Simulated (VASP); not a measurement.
Input:

```yaml
crystal:
  lattice:
    - [4.37150, 0.00000, 0.00000]
    - [-2.18575, 3.78583, 0.00000]
    - [0.00000, 0.00000, 7.62070]
  atoms:
    - { symbol: Ba, position: [0.00000, 0.00000, 0.00000] }
    - { symbol: Mg, position: [0.66667, 0.33333, 0.37762] }
    - { symbol: Mg, position: [0.33333, 0.66667, 0.62238] }
    - { symbol: P, position: [0.66667, 0.33333, 0.72104] }
    - { symbol: P, position: [0.33333, 0.66667, 0.27896] }
```

Calculation: r2SCAN meta-GGA, VASP's PBE PAW potentials (set 64) (plane waves; VASP 6.6.1). Settings: 400 eV cut-off, 7×7×4 Γ-centred mesh, tetrahedra with Blöchl corrections, potentials Ba_sv Mg P.

Unless said otherwise, spin-orbit coupling is left out, though it shifts the bands of the heavy elements here.

**Question.** Give the energies of bands 7 to 15 at the high-symmetry points, in eV from the valence-band maximum.

**Answer.** 
```csv
band,Γ,M,K,A,L,H
7,-3.28,-3.55,-3.04,-2.42,-3.29,-2.83
8,-0.84,-2.66,-3.04,-1.53,-3.10,-2.83
9,-0.84,-1.38,-2.68,-0.50,-1.77,-2.22
10,-0.06,-1.20,-1.05,-0.50,-1.52,-1.74
11,0.00,-1.17,-1.00,-0.47,-0.41,-1.24
12,0.00,-0.89,-1.00,-0.47,-0.39,-1.24
13,2.32,1.42,3.80,2.65,1.67,3.11
14,3.18,4.06,3.80,3.58,2.80,3.11
15,3.22,4.37,3.96,3.58,4.13,4.63
```

The gap is indirect, 1.42 eV, from the valence maximum at Γ to the conduction minimum at M.

The structure comes from a computed database's BaMg2P2 entry (P-3m1); how it stands against other phases isn't given here. It was relaxed first.
